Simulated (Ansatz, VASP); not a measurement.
# GeN: VASP beside Ansatz, part 2 of 2

One calculation is typed for both programs; each brings its own data sets. How far apart do they land? The cell is generated by rule, not measured, and may not be a known phase. The cell is taken from a series of runs on this material, whose earlier steps may have relaxed, scaled, displaced or heated it; both programs get it as it stands.

VASP 6.6.1 and Ansatz 0.2.0.

So far: The starting structure; VASP: zone-centre phonons, PBEsol.

### Step 3. Ansatz: zone-centre phonons, PBEsol

Level of this step: Ansatz beside VASP: Kohn-Sham DFT, plane waves, PBEsol (Ansatz).

Ansatz runs on its default PAW (the set named soft_2) files.

The same cell, functional, mesh and smearing now go to Ansatz, which takes its cutoff from its data sets.

File input.yaml:

```yaml
crystal:
  lattice:
    - [0.0, 2.2161724164, 2.2161724164]
    - [2.2161724164, 0.0, 2.2161724164]
    - [2.2161724164, 2.2161724164, 0.0]
  atoms:
    - { symbol: Ge, position: [0.0, 0.0, 0.0] }
    - { symbol: "N", position: [0.5, 0.5, 0.5] }
kpoints:
  mp_grid: { grid: [16, 16, 16] }
hamiltonian:
  xc: pbesol
scf:
  occupations: { method: methfessel_paxton, width: 0.2 }
output:
  eigenvalues: true
phonons:
  method: dfpt
  qmesh: [2, 2, 2]
  temperatures: { t_max: 1000, t_step: 50 }
  qpath:
    path:
      - [[0.0, 0.0, 0.0], [0.5, 0.0, 0.5], [0.625, 0.25, 0.625]]
      - [[0.375, 0.375, 0.75], [0.0, 0.0, 0.0], [0.5, 0.5, 0.5], [0.5, 0.25, 0.75], [0.5, 0.0, 0.5]]
    npoints: 10
```

Run with:

```sh
> ansatz run input.yaml --threads 8 --pin off --max-ram 14336MiB --backend cpu --events-out ev --progress --plain --runs-dir out
```

Numbers of over 12 decimals in the logs are rounded to 6 here.

Log:

```text
Engine: ansatz 0.2.0, aarch64-unknown-linux-gnu
Pseudopotentials: kind: paw
Pseudopotential: Ge, paw, valence charge 14, recommended cutoff 420 eV (normal), Ge.paw.azcp
Pseudopotential: N, paw, valence charge 5, recommended cutoff 420 eV (normal), N.paw.azcp
Functional definition: PBEsol
  exchange = pbesol_x
  correlation = pbesol_c
Crystal: 2 atoms, lattice volume = 21.769 Å³
Basis set: ecut = 420 eV, 411 PW (Γ), exchange–correlation on 48×48×48 points (8 copies of the dense FFT grid, shifted against one another)
Bands: 14, of which v1, the nominal top of the filled ones, is band 10 counted from 1 (9 counted from 0)
Symmetry: 48 space group operations
k-points: 145 of 4096
Non-local potential: Ge, projectors of the file, l = 0: 2, l = 1: 2, l = 2: 3, l = 3: 1
Non-local potential: N, projectors of the file, l = 0: 2, l = 1: 2, l = 2: 1
PAW form: soft (Blöchl's): semilocal exchange-correlation on the pseudo side does not see the compensation charge
PAW frozen core: Ge, regenerated for the run's functional, and the local potential with it (the file was generated under x = pbe(κ = 0.804, μ = 0.219515), c = pbe(β = 0.066725))
PAW frozen core: N, regenerated for the run's functional, and the local potential with it (the file was generated under x = pbe(κ = 0.804, μ = 0.219515), c = pbe(β = 0.066725))
PAW one-centre angular grid: Ge, 590 points (default); XC on 64 Gauss nodes
PAW one-centre angular grid: N, 110 points (default); XC on 64 Gauss nodes
Initial density: superposition of atomic densities (neutral atoms: chi_scale 0, normalization atom), corrected by the library's trained network
Initial wavefunctions: pseudopotential atomic-orbital guess
Functional: x = pbesol(κ = 0.804, μ = 0.123457), c = pbesol(β = 0.046)
SCF iter   1: F=—  HF=-4630.978320 eV  |F-HF|=—  |Δ(HF+E_count)|=         —  Δρ=1.72e-2  dr2=6.71e-2  ethr=1.77e-3  ⟨swp⟩=5.0  Hψ=9436  notcnv=0
preconditioner: auto → none  [metal: Δε(μ)=0.034 eV  Ē_g=23.220 eV  σ=0.200 eV  W_gap=0.14  n_scr=8 (ndim 8)  ℏωp=34.7 eV  f_vac=0.000  D(μ)=0.57/eV (n_scr^D=0)  sad-step TF]
SCF iter   2: F=—  HF=-4630.969126 eV  |F-HF|=—  |Δ(HF+E_count)|=   9.19e-3  S|Δr|=    0.00e0  Δρ=1.17e-2  dr2=3.34e-2  ethr=3.53e-4  ⟨swp⟩=1.0  Hψ=3190  notcnv=0
SCF iter   3: F=—  HF=-4630.960658 eV  |F-HF|=—  |Δ(HF+E_count)|=   8.47e-3  S|Δr|=    0.00e0  Δρ=9.72e-4  dr2=8.06e-5  ethr=1.76e-4  ⟨swp⟩=2.0  Hψ=2334  notcnv=0
SCF iter   4: F=—  HF=-4630.960605 eV  |F-HF|=—  |Δ(HF+E_count)|=   5.25e-5  S|Δr|=    0.00e0  Δρ=4.92e-4  dr2=2.66e-5  ethr=4.24e-7  ⟨swp⟩=2.0  Hψ=3387  notcnv=0
SCF iter   5: F=—  HF=-4630.960585 eV  |F-HF|=—  |Δ(HF+E_count)|=   1.99e-5  S|Δr|=    0.00e0  Δρ=4.76e-5  dr2=3.09e-7  ethr=1.40e-7  ⟨swp⟩=2.0  Hψ=3369  notcnv=0
SCF iter   6: F=—  HF=-4630.960586 eV  |F-HF|=—  |Δ(HF+E_count)|=   5.27e-8  S|Δr|=    0.00e0  Δρ=9.66e-6  dr2=4.24e-9  ethr=1.63e-9  ⟨swp⟩=2.0  Hψ=3406  notcnv=0
SCF iter   7: F=—  HF=-4630.960586 eV  |F-HF|=—  |Δ(HF+E_count)|=   4.31e-9  S|Δr|=    0.00e0  Δρ=7.80e-7  dr2=3.69e-11  ethr=2.23e-11  ⟨swp⟩=2.0  Hψ=3348  notcnv=0
SCF iter   8: F=-4630.960586 eV  HF=-4630.960586 eV  |F-HF|=9.09e-13  |Δ(HF+E_count)|=  5.82e-11  S|Δr|=    0.00e0  Δρ=3.55e-8  dr2=8.47e-14  ethr=1.00e-12  ⟨swp⟩=5.3  Hψ=7448  notcnv=0
SCF 1 converged in 8 iterations: F = -4630.960586 eV  dr2 = 8.47e-14
  greatest PAW one-centre occupation: 0.999 electrons in one spin orbital (limit 2), on the Ge atom at site 0 (counted from 0), in its partial waves of l = 2
phonons: the bands overlap, so this run is a metal and interpolates without the dipole-dipole term. If the crystal is really an insulator or semiconductor, its LO-TO splitting is missing
NSCF: frozen V_eff on 145 k-points
NSCF: frozen V_eff on 349 k-points
DFPT response loops at q = (0, 0, 0) (fractional): preconditioner auto → Kerker (q_TF=auto, 2.667 Å⁻¹) (partly filled bands, converged f_vac=0.000); β = 1.00, the filter's whole step (`scf.mixing.beta` (0.50) is not read by the response loops under this deck's `scf.mixing.preconditioner`; to damp them name `kerker` or `kerker_dos`, under which they read `scf.mixing.beta`, and type it under 1.00, their step now; both keys bind the ground state too); Broyden in place of MSR1
NSCF: frozen V_eff on 2196 k-points
DFPT response loops at q = (0, 0, -0.5) (fractional): mixed as the last ones told, above
NSCF: frozen V_eff on 1242 k-points
DFPT response loops at q = (0, -0.5, -0.5) (fractional): mixed as the last ones told, above
SCF converged after 8 iterations
Stability not checked: this state was not tested for a lower state beside it, because cold or Methfessel-Paxton smearing, or corrected tetrahedra, fill the levels in a way that the test cannot read (fill_not_monotonic; see scf.lower_state_search)
Free energy (F): -4630.960586 eV
Harris-Foulkes:  -4630.960586 eV  (|F-HF|=9.09e-13)
Internal energy: -4630.961189 eV  (E = F + TS)
E sigma→0 (E₀):  -4630.960736 eV
Entropy (-TS):   0.000604 eV (0.302 meV/atom)
Fermi energy:    13.896305 eV
--- Per-component energies (eV) ---
  E_band       = -63.523035
  E_kinetic    = 239.422122
  E_local      = -2118.153396  (includes V_loc(G=0)·N_el)
  E_nonlocal   = 464.522227
  E_hartree    = 909.407300
  E_xc         = -134.843045
  E_vxc        = -141.155257  (∫ρ·V_xc dr)
  E_paw        = -2098.529973  (= ΣΔE_a)
  E_vpaw       = -326.973626  (= ΣTr[D̂ρ^β])
  E_aug_tail   = 0.000304  (compensation charges beyond the density's cutoff)
  E_ewald      = -1893.732763
  E_core_change = 0.946035  (= ΣΔE_core)
  E_smearing   = 0.000604  (= −TS)
  E_closure    = -0.000000  (closes the sum)
  Σ components = -4630.960586   (vs F -4630.960586, Δ=0.00e0)
--- Band table (eV; the first three rows and the last of 145) ---
  k-point 0: bands = [... 6 lower, 10.5964, 10.8655, 10.8655, 10.8655, 22.6988, 22.6988, 22.6988, 24.1443]
  k-point 1: bands = [... 6 lower, 9.5794, 10.8637, 10.8637, 11.7856, 21.9490, 22.2796, 22.2796, 24.1449]
  k-point 2: bands = [... 6 lower, 8.3677, 10.8606, 10.8606, 12.7034, 20.6733, 21.4133, 21.4133, 24.0557]
  k-point 144: bands = [... 6 lower, 5.3299, 6.2150, 6.2150, 14.0434, 18.1031, 20.2355, 20.2355, 26.6940]
--- Phonons (Γ-DFPT): 2 representative perturbations + reference (Σ response iterations 7) ---
  ASR residual: 1.477e-5 → 0.000e0 eV/Å²; symmetrization residual: 6.181e-6 eV/Å²
  ASR residual per site (eV/Å²): 5.35e-6 1.48e-5
  Γ frequencies (cm⁻¹): -190.86 -190.86 -190.86 0.00 0.00 0.00
--- Phonons (arbitrary-q DFPT): 3 irreducible q on the 2×2×2 mesh ---
  q = [0.0000, 0.0000, 0.0000] (star 1, of the zone-centre solve; hermiticity 7.86e-6, symmetrization 4.70e-12): -190.86 -190.86 -190.86 -0.00 0.00 0.00
  q = [0.0000, 0.0000, -0.5000] (star 4, 2 solved perturbations on 1098 of 4096 k-point pairs; hermiticity 5.84e-14, symmetrization 2.86e-13): -326.74 116.55 116.55 314.25 314.25 320.10
  q = [0.0000, -0.5000, -0.5000] (star 3, 4 solved perturbations in 1940 linear systems a pass and spin channel, the states on 621 of 4096 k-point pairs; hermiticity 2.18e-7, symmetrization 6.63e-13): -133.63 -133.63 139.52 202.61 202.61 341.61
  sum rule: each row above includes the acoustic sum rule's correction from the zone centre's row sums; it moved no ω² by more than (0.54 cm⁻¹)²
  mesh force constants: q→R imaginary residual 3.23e-17; ASR residual 1.477e-5 → 0.000e0 eV/Å²; symmetrization residual 2.665e-15 eV/Å²
  interpolated dispersion: 62 rows × 6 modes
  density of states and harmonic sums: on the 24×24×24 q-mesh, interpolated from the force constants of a 2×2×2 supercell (no non-analytic term)
  largest difference from the sums on the solved wave vectors: F 1.29e-1 eV, S 1.76e-4 and C_V 5.56e-5 eV/K
  zero-point energy: 0.056034 eV/cell   skipped modes (ω ≤ 0): 635, of them read as no rigid motion or as one in doubt: 632 (1.454e0 modes/cell left out, lowest -326.74 cm⁻¹)   left out of the sums: 2.42e-1 of the cell's modes: C_V's classical limit lies that fraction below 3 k_B per atom; for a crystal, a wire or a layer, F and S can be off by more, and a phonons.interpolated_qmesh denser along its periods is the remedy for the sampling
```

### Step 4. Differences

Known differences besides the potentials themselves: VASP's run holds the zone centre alone; the cutoff is 420 eV in Ansatz and 600 eV in VASP; Ansatz makes its cores anew for this functional, VASP keeps those of its PBE data sets. Total energies have different zeros and are not compared.

The two programs side by side:

| quantity | Ansatz | VASP | difference |
| --- | --- | --- | --- |
| optical mode 1 to 3 (imaginary, printed as negative) (cm⁻¹) | -190.9 | -191.6 | +0.7 |

Modes are paired by rising frequency, not by their patterns, so a pair may set unlike modes beside each other; they are those without the splitting of longitudinal modes.

### Step 5. Ansatz: zone-centre phonons, PBE with D4

Second derivatives magnify differences that forces hide, and they need a tight electronic threshold. The cell compared in this pair holds 22.04 Å³, against 21.77 Å³ for the pair before.

The cell is taken from a series of runs on this material, whose earlier steps may have relaxed, scaled, displaced or heated it; both programs get it as it stands.

input.yaml, the sections that differ from step 3:

```yaml
crystal:
  lattice:
    - [0.0, 2.225291211, 2.225291211]
    - [2.225291211, 0.0, 2.225291211]
    - [2.225291211, 2.225291211, 0.0]
  atoms:
    - { symbol: Ge, position: [0.0, 0.0, 0.0] }
    - { symbol: "N", position: [0.5, 0.5, 0.5] }
hamiltonian:
  xc: pbe
  dispersion: d4
# kpoints, scf, output, phonons: as in step 3
```

Log:

```text
[...]
Crystal: 2 atoms, lattice volume = 22.039 Å³
Basis set: ecut = 420 eV, 411 PW (Γ), exchange–correlation on 48×48×48 points (8 copies of the dense FFT grid, shifted against one another)
Bands: 14, of which v1, the nominal top of the filled ones, is band 10 counted from 1 (9 counted from 0)
Symmetry: 48 space group operations
k-points: 145 of 4096
[...]
ASR residual per site (eV/Å²): 2.09e-5 6.24e-5
  Γ frequencies (cm⁻¹): -201.73 -201.73 -201.73 0.00 0.00 0.00
--- Phonons (arbitrary-q DFPT): 3 irreducible q on the 2×2×2 mesh ---
[...]
interpolated dispersion: 62 rows × 6 modes
[...]
[key lines of the parts left out:]
SCF converged after 8 iterations
Free energy (F): -4678.296345 eV
Fermi energy:    13.772639 eV
```

### Step 6. VASP: zone-centre phonons, PBE with D4

The same cell, functional, mesh and smearing now go to VASP, with its own data sets.

File INCAR:

```
SYSTEM = GeN
PREC = Accurate
ENCUT = 600
EDIFF = 1E-08
NELM = 120
ISMEAR = 1
SIGMA = 0.2
LREAL = .FALSE.
ALGO = Normal
GGA = PE
IVDW = 13
NBANDS = 15
LORBIT = 11
LWAVE = .FALSE.
LCHARG = .FALSE.
ISIF = 2
IBRION = 6
NFREE = 2
POTIM = 0.015
NSW = 1
LASPH = .TRUE.
GGA_COMPAT = .FALSE.
KPAR = 2
```

File POSCAR:

```
GeN
1.0
    0.0000000000      2.2252912110      2.2252912110
    2.2252912110      0.0000000000      2.2252912110
    2.2252912110      2.2252912110      0.0000000000
Ge N
1 1
Direct
    0.0000000000      0.0000000000      0.0000000000
    0.5000000000      0.5000000000      0.5000000000
```

File KPOINTS:

```
Automatic mesh
0
Gamma
16 16 16
0 0 0
```

The projector-augmented-wave data sets are Ge_d and N (PBE family, release 64).

Run with:

```sh
> mpirun -np 2 vasp_std
```

Log:

```text
[banner, memory and clock lines left out]
running    2 mpi-ranks, on    1 nodes
[...]
LDA part: xc-table for (Slater+PW92), standard interpolation
 POSCAR, INCAR and KPOINTS ok, starting setup
[...]
entering main loop
       N       E                     dE             d eps       ncg     rms          rms(c)
DAV:   1     0.115517520328E+03    0.11552E+03   -0.10463E+04  4785   0.362E+03
DAV:   2    -0.147524705480E+01   -0.11699E+03   -0.11176E+03  5015   0.559E+02
DAV:   3    -0.125171256103E+02   -0.11042E+02   -0.10954E+02  4826   0.109E+02
DAV:   4    -0.127024743578E+02   -0.18535E+00   -0.18525E+00  5372   0.156E+01
[...]
DAV:  14    -0.115286959947E+02    0.85945E-07   -0.89688E-09  4576   0.144E-03    0.356E-04
DAV:  15    -0.115286959830E+02    0.11782E-07   -0.17918E-09  2784   0.550E-04    0.199E-04
DAV:  16    -0.115286959831E+02   -0.18281E-09   -0.73916E-10  2728   0.640E-04
   1 F= -.12207025E+02 E0= -.12207229E+02  d E =0.612630E-03
[... from here on, the cycles between the ionic steps are left out ...]
   2 F= -.12207219E+02 E0= -.12207423E+02  d E =0.613341E-03
   3 F= -.12207219E+02 E0= -.12207423E+02  d E =0.613323E-03
   4 F= -.12207218E+02 E0= -.12207422E+02  d E =0.613330E-03
   5 F= -.12207218E+02 E0= -.12207422E+02  d E =0.613330E-03
 Finite differences progress:
  Degree of freedom:   2/  2
  Displacement:        2/  2
  Total:               4/  4
```

From OUTCAR (step 6):

```text
  Edisp (eV):   -0.67834

  Total       0.01779     0.00995     0.00995    -0.00000     0.00000     0.00000
  in kB       1.29322     0.72348     0.72348    -0.00000     0.00000     0.00000
  external pressure =        0.91 kB  Pullay stress =        0.00 kB

 POSITION                                       TOTAL-FORCE (eV/Angst)
 -----------------------------------------------------------------------------------
      0.00000      0.00000      0.00000         0.025667      0.000000      0.000000
      2.21029      2.22529      2.22529        -0.025667      0.000000      0.000000
 -----------------------------------------------------------------------------------
    total drift:                               -0.000009      0.000000      0.000000

  FREE ENERGIE OF THE ION-ELECTRON SYSTEM (eV)
  ---------------------------------------------------
  free  energy   TOTEN  =       -12.2072179435 eV

  energy  without entropy=      -12.2078312732  energy(sigma->0) =      -12.20742239

[... 1 part as in an earlier step ...]

[... 2 further parts left out ...]
[key lines of the parts left out:]
E-fermi :   9.0979
```

Levels, forces or a CONTCAR printed for this step are those of its last displaced cell, not of the structure at rest.

### Step 7. Side by side

What differs besides the data sets and the points named for the pairs above, as far as they apply: Ansatz takes the dispersion share of the force constants at frozen C6 weights, VASP differentiates the full forces; VASP uses finite displacements, Ansatz perturbation theory. Total energies have different zeros and are not compared.

Both answers:

| quantity | Ansatz | VASP | difference |
| --- | --- | --- | --- |
| optical mode 1 to 3 (imaginary, printed as negative) (cm⁻¹) | -201.7 | -199.1 | -2.6 |

Modes are paired by rising frequency, not by their patterns, so a pair may set unlike modes beside each other; they are those without the splitting of longitudinal modes.

### Step 8. What came out

```yaml
r_m_s_difference_of_the_optical_zone_centre_modes_each_program_s_sorted_by_frequency_zone_centre_phonons_pbesol: 0.73 cm⁻¹
r_m_s_difference_of_the_optical_zone_centre_modes_each_program_s_sorted_by_frequency_zone_centre_phonons_pbe_with_d4: 2.6 cm⁻¹
```

The r.m.s. difference of the optical zone-centre modes, each program's sorted by frequency is 0.73 cm⁻¹ (zone-centre phonons, PBEsol). Such differences can come from data sets, numerical settings and the points named under the comparisons, not from the functional's error against experiment.

[Lines on the potential files, build, host, timing and source positions are cut from VASP's logs without a mark.]

[Logs are printed without paths, hosts, clocks, repeated set-up lines and the standing remarks that a program may print on its own settings, such as how far it seeks lower states.]

[Hosts, paths, dates, database ids (printed as entryN), source tags and the programs' standing remarks are cut or masked in the printed files.]
